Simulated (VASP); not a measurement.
```
CELL_PARAMETERS angstrom
     -2.51000     2.51000     2.51000
      2.51000    -2.51000     2.51000
      2.51000     2.51000    -2.51000
ATOMIC_POSITIONS crystal
  Ba 0.00000 0.00000 0.00000
```

The numbers are results of PBE GGA with D3 dispersion (Becke-Johnson damping), VASP's PBE PAW potentials (set 64) (plane waves; VASP), not measurements. Numerical set-up: 520 eV cut-off, 9×9×9 Γ-centred mesh, first-order Methfessel-Paxton smearing of 0.10 eV, potentials Ba_sv.

Energy and stress use the plane-wave basis of the starting cell.

### Question
The ions, cell shape and volume are relaxed. Predict the relaxed structure.

### Answer

```
CELL_PARAMETERS angstrom
     -2.47034     2.47034     2.47034
      2.47034    -2.47034     2.47034
      2.47034     2.47034    -2.47034
ATOMIC_POSITIONS crystal
  Ba 0.00000 0.00000 0.00000
```
Space group Im-3m (229), at a tolerance of 0.03 Å.

### Question
How do energy and volume change from the first to the last step?

### Answer
The energy (σ→0) changes by -4.1 meV/atom and the volume by -4.7 %, in 3 ionic steps.

| step | E(σ→0) (eV) | max force (eV/Å) | pressure (GPa) | volume (Å³) |
|---|---|---|---|---|
| 1 | -2.1042 | 0.000 | -0.42 | 63.25 |
| 2 | -2.1072 | 0.000 | -0.22 | 61.76 |
| 3 | -2.1084 | 0.000 | -0.01 | 60.30 |

The compound is Ba in the bcc structure. This run relaxes it. Symmetry was kept, so distortions that lower it aren't found.
